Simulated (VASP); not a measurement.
Data:

```
CELL_PARAMETERS angstrom
      0.00000     2.36640     2.36640
      2.36640     0.00000     2.36640
      2.36640     2.36640     0.00000
ATOMIC_POSITIONS crystal
  Hf 0.00000 0.00000 0.00000
  C  0.50000 0.50000 0.50000
```

Method: PBE GGA, VASP's PBE PAW potentials (set 64) (plane waves; VASP). Numerical set-up: 520 eV cut-off, 10×10×10 Γ-centred mesh, first-order Methfessel-Paxton smearing of 0.10 eV, potentials Hf_pv C.

Unless said otherwise, spin-orbit coupling is left out, though it shifts the bands of the heavy elements here.

### Question
Estimate the energy per atom (σ→0), pressure, band gap (on the k-mesh) with the smallest direct gap where there is one.

### Answer

```
Quantity                                                    Result
------------------------  ----------------------------------------
band gap (on the k-mesh)  none (metal, semimetal or under 0.01 eV)
energy per atom (σ→0)                              -10.494 eV/atom
pressure                                                -11.76 GPa
```

The absolute energy has meaning only against runs of the same code, potentials and settings.

The compound is HfC in the rock salt structure. The cell was not relaxed at this level.
